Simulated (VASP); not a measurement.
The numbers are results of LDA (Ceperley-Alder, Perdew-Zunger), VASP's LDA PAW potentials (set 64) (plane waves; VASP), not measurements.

Input for VASP

**POSCAR**
```
CsPbBr3
1
    5.0011112898    -0.0000000000     0.0000000000
    0.0000000000     5.0011112898    -0.0000000000
   -0.0000000000    -0.0000000000     5.0011112898
Cs Pb Br
1 1 3
Direct
  0.0000000000   0.0000000000   0.0000000000
  0.5000000000   0.5000000000   0.5000000000
  0.5000000000   0.0000000000   0.5000000000
  0.0000000000   0.5000000000   0.5000000000
  0.5000000000   0.5000000000   0.0000000000
```

**KPOINTS**
```
Automatic
0
gamma
6 6 6
```

**INCAR**
```
SYSTEM = CsPbBr3
PREC = Accurate
ENCUT = 500
EDIFF = 1E-6
NELM = 100
ALGO = Normal
LREAL = .FALSE.
LASPH = .TRUE.
ISMEAR = 1
SIGMA = 0.1
LMAXMIX = 4
LWAVE = .FALSE.
LCHARG = .FALSE.
IBRION = 2
ISIF = 3
NSW = 40
EDIFFG = -0.02
PSTRESS = 300
```

POTCAR, in this order: Cs_sv Pb_d Br (LDA.64 set). Program: vasp_std.

What will the output report for the number of irreducible k-points (NKPTS), largest plane-wave count, number of space-group operations, FFT grid (NGX, NGY, NGZ)?

```json
{
 "number of irreducible k-points (NKPTS)": "20",
 "largest_plane_wave_count": "3191",
 "number_of_space_group_operations": "48",
 "FFT grid (NGX, NGY, NGZ)": "36 × 36 × 36"
}
```

The compound is CsPbBr3 in the cubic perovskite structure, the ideal cubic form; the compound distorts at low or room temperature. It was relaxed first under an external pressure of 30 GPa.
